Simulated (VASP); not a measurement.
# Si (Fd-3m) in VASP: further runs, part 2 of 2

VASP 6.6.1.

## 4. Single point, PBE

Input file INCAR:

```
SYSTEM = Si
PREC = Accurate ; ENCUT = 520
EDIFF = 1E-7 ; ISMEAR = 0
SIGMA = 0.02 ; LREAL = .FALSE.
LASPH = .TRUE. ; NELM = 60
ALGO = Normal ; ISIF = 2
LWAVE = .FALSE. ; LCHARG = .FALSE.
GGA = PE ; NBANDS = 11
```

Input file KPOINTS:

```
regular mesh
0
G
  6 6 6
  0 0 0
```

Input file POSCAR:

```
Si
1.0
    0.0000000000      2.7135600000      2.7135600000
    2.7135600000      0.0000000000      2.7135600000
    2.7135600000      2.7135600000      0.0000000000
Si
2
Direct
    0.7500000000      0.7500000000      0.7500000000
    0.5000000000      0.5000000000      0.5000000000
```

Potentials or basis: VASP PAW PBE potentials, release 64 (Si).

Command:

```bash
$ cat potpaw_PBE.64/Si/POTCAR > POTCAR
$ mpirun -np 1 vasp_std > vasp.out
```

OUTCAR:

```text
SYSTEM = Si
   PREC = Accurate
   ENCUT = 520
   EDIFF = 1E-7
   ISMEAR = 0
   LREAL = .FALSE.
   LASPH = .TRUE.
   NELM = 60
   ISIF = 2
   GGA = PE

 ion  position               nearest neighbor table
   1  0.750  0.750  0.750-   2 2.35   2 2.35   2 2.35   2 2.35
   2  0.500  0.500  0.500-   1 2.35   1 2.35   1 2.35   1 2.35

  LATTYP: Found a face centered cubic cell.
 ALAT       =     5.4271200000

  Lattice vectors:

 A1 = (   0.0000000000,   2.7135600000,   2.7135600000)
 A2 = (   2.7135600000,   0.0000000000,   2.7135600000)
 A3 = (   2.7135600000,   2.7135600000,   0.0000000000)

Analysis of symmetry for initial positions (statically):
=====================================================================
 Subroutine PRICEL returns:
 Original cell was already a primitive cell.

 Routine SETGRP: Setting up the symmetry group for a
 face centered cubic supercell.

 Subroutine GETGRP returns: Found 48 space group operations
 (whereof 24 operations were pure point group operations)
 out of a pool of 48 trial point group operations.

The static configuration has the point symmetry T_d .
 The point group associated with its full space group is O_h .

Analysis of symmetry for dynamics (positions and initial velocities):
=====================================================================
 Subroutine PRICEL returns:
 Original cell was already a primitive cell.

 Routine SETGRP: Setting up the symmetry group for a
 face centered cubic supercell.

 Subroutine GETGRP returns: Found 48 space group operations
 (whereof 24 operations were pure point group operations)
 out of a pool of 48 trial point group operations.

The dynamic configuration has the point symmetry T_d .
 The point group associated with its full space group is O_h .

 Subroutine INISYM returns: Found 48 space group operations
 (whereof 24 operations are pure point group operations),
 and found     1 'primitive' translations

----------------------------------------------------------------------------------------

[... 112 lines left out ...]
   LEPSILON=     F    determine dielectric tensor
   LRPA    =     F    only Hartree local field effects (RPA)
 non-spin polarized calculation
 Gauss-broadening in eV      SIGMA  =   0.02
  energy-cutoff  :      520.00
  volume of cell :       39.96
 maximum number of plane-waves:      1090
 NGX is ok and might be reduce to    30
   NGX = 15   NGY = 15   NGZ = 15

 number of electron       8.0000000 magnetization

 Free energy of the ion-electron system (eV)
  ---------------------------------------------------
  ext. energy  EPLUGINS =         0.00000000
  ---------------------------------------------------
  free energy    TOTEN  =       -10.81987401 eV

  energy without entropy =      -10.81987401  energy(sigma->0) =      -10.81987401

 E-fermi :   6.0082     XC(G=0):  -9.4120

 val. band max:        5.8540502578   @ k =   0.0000   0.0000   0.0000
 cond. band min:       6.5576202544   @ k =   0.5000   0.5000   0.0000
 fundamental gap:      0.7035699966
 Fermi energy:         6.0082153726

 k-point     1 :       0.0000    0.0000    0.0000
  band No.  band energies     occupation
      1      -6.1185      2.00000
      2       5.8541      2.00000
      3       5.8541      2.00000
      4       5.8541      2.00000
      5       8.4172      0.00000
      6       8.4172      0.00000
      7       8.4172      0.00000
      8       9.2513      0.00000
      9      13.5709      0.00000
     10      13.5709      0.00000
     11      13.8215      0.00000
[... 197 lines left out ...]
 k-point    16 :      -0.3333    0.5000    0.1667
  band No.  band energies     occupation
      1      -1.8458      2.00000
      2      -1.8458      2.00000
      3       2.2027      2.00000
      4       2.2027      2.00000
      5       8.6007      0.00000
      6       8.6007      0.00000
      7      12.6246      0.00000
      8      12.6246      0.00000
      9      16.4407      0.00000
     10      16.4407      0.00000
     11      18.8278      0.00000

------------------------ aborting loop because EDIFF is reached ----------------------------------------

  FORCE on cell =-STRESS in cart. coord.  units (eV):
  Direction    XX          YY          ZZ          XY          YZ          ZX
  --------------------------------------------------------------------------------------
  -------------------------------------------------------------------------------------
  Total        0.5510397      0.5510397      0.5510397      0.0000000      0.0000000     -0.0000000
  in kB       22.0925177     22.0925177     22.0925177      0.0000000      0.0000000     -0.0000000
  external PRESSURE =      22.0925177 kB  Pullay stress =       0.0000000 kB

 VOLUME and BASIS-vectors are now :
 -----------------------------------------------------------------------------
  energy-cutoff  :      520.00
  volume of cell :       39.96
      direct lattice vectors                 reciprocal lattice vectors
     0.000000000  2.713560000  2.713560000    -0.184259792  0.184259792  0.184259792
     2.713560000  0.000000000  2.713560000     0.184259792 -0.184259792  0.184259792
     2.713560000  2.713560000  0.000000000     0.184259792  0.184259792 -0.184259792

 POSITION                                       TOTAL-FORCE (eV/Angst)
 -----------------------------------------------------------------------------------
      4.07034      4.07034      4.07034         0.000000      0.000000      0.000000
      2.71356      2.71356      2.71356        -0.000000     -0.000000     -0.000000
 -----------------------------------------------------------------------------------
    total drift:                                0.000000     -0.000000     -0.000000

  FREE ENERGIE OF THE ION-ELECTRON SYSTEM (eV)
  ---------------------------------------------------
  free  energy   TOTEN  =       -10.8198740055 eV

  energy  without entropy=      -10.8198740055  energy(sigma->0) =      -10.81987401
```

OSZICAR:

```text
N       E                     dE             d eps       ncg     rms          rms(c)
DAV:   1     0.814940132053E+01    0.81494E+01   -0.34084E+03   352   0.601E+02
DAV:   2    -0.103816491194E+02   -0.18531E+02   -0.17711E+02   498   0.863E+01
DAV:   3    -0.110001371642E+02   -0.61849E+00   -0.61498E+00   438   0.133E+01
DAV:   4    -0.110051811135E+02   -0.50439E-02   -0.50434E-02   424   0.152E+00
DAV:   5    -0.110052180779E+02   -0.36964E-04   -0.36964E-04   459   0.118E-01    0.491E+00
DAV:   6    -0.108768282496E+02    0.12839E+00   -0.72514E-02   388   0.111E+00    0.300E+00
DAV:   7    -0.108182921437E+02    0.58536E-01   -0.14008E-01   403   0.166E+00    0.187E-01
DAV:   8    -0.108196306453E+02   -0.13385E-02   -0.61820E-03   406   0.425E-01    0.821E-02
DAV:   9    -0.108198470217E+02   -0.21638E-03   -0.20483E-04   461   0.876E-02    0.600E-02
DAV:  10    -0.108198731182E+02   -0.26097E-04   -0.22187E-05   408   0.272E-02    0.554E-03
DAV:  11    -0.108198738258E+02   -0.70753E-06   -0.22503E-06   431   0.782E-03    0.333E-03
DAV:  12    -0.108198739522E+02   -0.12646E-06   -0.44834E-07   397   0.420E-03    0.213E-03
DAV:  13    -0.108198740055E+02   -0.53264E-07   -0.44007E-09   251   0.461E-04
   1 F= -.10819874E+02 E0= -.10819874E+02  d E =-.245784E-29
```

Run time: 8.2 s. Hardware: 1 thread of Intel Xeon Platinum 8375C at 2.90GHz (Ice Lake), shared host; peak memory 0.15 GiB.

What came out:

* Free energy: -10.8199 eV
* Pressure: 2.2 GPa
* Band gap on the k mesh: 0.70 eV, indirect (least direct gap 2.56 eV)

Levels at points of the mesh, in eV from the valence-band top:
```csv
k point,band 2,band 3,band 4,band 5,band 6,band 7
"(0.00, 0.00, 0.00)",0.00,0.00,0.00,2.56,2.56,2.56
"(0.50, 0.00, 0.00)",-6.98,-1.20,-1.20,1.55,3.34,3.34
"(0.50, 0.50, 0.00)",-7.82,-2.86,-2.86,0.70,0.70,10.13
```

A k mesh can miss the band edges. As with any semilocal functional, this PBE gap is likely too small.
